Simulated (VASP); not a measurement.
Given:

```yaml
crystal:
  lattice:
    - [3.49343, 0.00000, 0.00000]
    - [0.00000, 3.49343, 0.00000]
    - [0.00000, 0.00000, 3.49343]
  atoms:
    - { symbol: Al, position: [0.00000, 0.00000, 0.00000] }
    - { symbol: Ni, position: [0.00000, 0.50000, 0.50000], spin: 0.2 }
    - { symbol: Ni, position: [0.50000, 0.00000, 0.50000], spin: 0.2 }
    - { symbol: Ni, position: [0.50000, 0.50000, 0.00000], spin: 0.2 }
```

Computed with vdW-DF-cx, VASP's PBE PAW potentials (set 64) (plane waves; VASP). Settings: 520 eV cut-off, 9×9×9 Γ-centred mesh, first-order Methfessel-Paxton smearing of 0.10 eV, potentials Al Ni.

Problem. Give the stress tensor in GPa (positive for a compressed cell).

Solution. 
```
6.13  0.00  0.00
0.00  6.13  0.00
0.00  0.00  6.13
```
The pressure is its mean diagonal, 6.13 GPa.

The compound is Ni3Al in the L1_2 structure. This cell is one point of a volume scan, at 0.97 of the reference volume.
